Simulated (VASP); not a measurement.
Here is the system:

```xyz
4
Lattice="2.3390 -4.0513 0.0000 2.3390 4.0513 0.0000 0.0000 0.0000 7.6407" Properties=species:S:1:pos:R:3 pbc="T T T"
Ag     2.3390    -1.3504     3.8212
Ag     2.3390     1.3504     0.0009
I      2.3390    -1.3504     6.6847
I      2.3390     1.3504     2.8644
```

Computed with PW91 GGA, VASP's PBE PAW potentials (set 64) (plane waves; VASP). Run with 520 eV cut-off, Gaussian smearing of 0.050 eV, potentials Ag I.

Unless said otherwise, spin-orbit coupling is left out, though it shifts the bands of the heavy elements here.

Problem. Give the energies of bands 8 to 21 at the high-symmetry points, in eV from the valence-band maximum.

Solution. 
```tsv
band	Γ	M	K	A	L	H
8	-3.76	-3.46	-3.49	-3.83	-3.57	-3.50
9	-2.90	-2.88	-2.92	-2.85	-2.82	-2.90
10	-2.90	-2.84	-2.92	-2.85	-2.82	-2.90
11	-2.82	-2.79	-2.90	-2.85	-2.74	-2.69
12	-2.82	-2.78	-2.90	-2.85	-2.74	-2.69
13	-2.73	-2.56	-2.45	-1.57	-2.61	-2.58
14	-0.65	-2.43	-2.45	-1.57	-2.61	-2.58
15	-0.65	-2.01	-2.33	-0.33	-1.13	-1.75
16	-0.06	-1.62	-1.38	-0.33	-1.13	-1.75
17	0.00	-0.93	-1.38	-0.33	-1.12	-1.02
18	0.00	-0.64	-1.19	-0.33	-1.12	-1.02
19	1.37	3.31	4.38	2.64	3.29	3.91
20	2.66	3.64	4.38	2.64	3.29	3.91
21	5.82	4.90	4.57	5.65	4.93	5.77
```

The gap is direct, 1.37 eV, from the valence maximum at Γ to the conduction minimum at Γ.

The compound is AgI in the wurtzite structure. It was relaxed first, which changed the volume by +6 %.
